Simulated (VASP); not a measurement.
Consider the following.

```xyz
4
Lattice="3.5558 0.0000 0.0000 0.0000 3.5558 0.0000 0.0000 0.0000 3.5558" Properties=species:S:1:pos:R:3 pbc="T T T"
Fe     0.0000     0.0000     0.0000
Ni     0.0000     1.7779     1.7779
Ni     1.7779     0.0000     1.7779
Ni     1.7779     1.7779     0.0000
```
Starting moments (μB, in the order of the record's atoms Fe Ni Ni Ni): 2.8 0.6 0.6 0.6.

Method: PBEsol GGA, VASP's PBE PAW potentials (set 64) (plane waves; VASP 6.6.1). Numerical set-up: 520 eV cut-off, 9×9×9 Γ-centred mesh, first-order Methfessel-Paxton smearing of 0.10 eV, potentials Fe Ni.

Give the stress tensor in GPa (positive for a compressed cell).

```
-11.13    0.00    0.00
  0.00  -11.13    0.00
  0.00    0.00  -11.13
```
The pressure is its mean diagonal, -11.13 GPa.

The compound is Ni3Fe in the L1_2 structure. This cell is one point of a volume scan, at 1.06 of the reference volume.
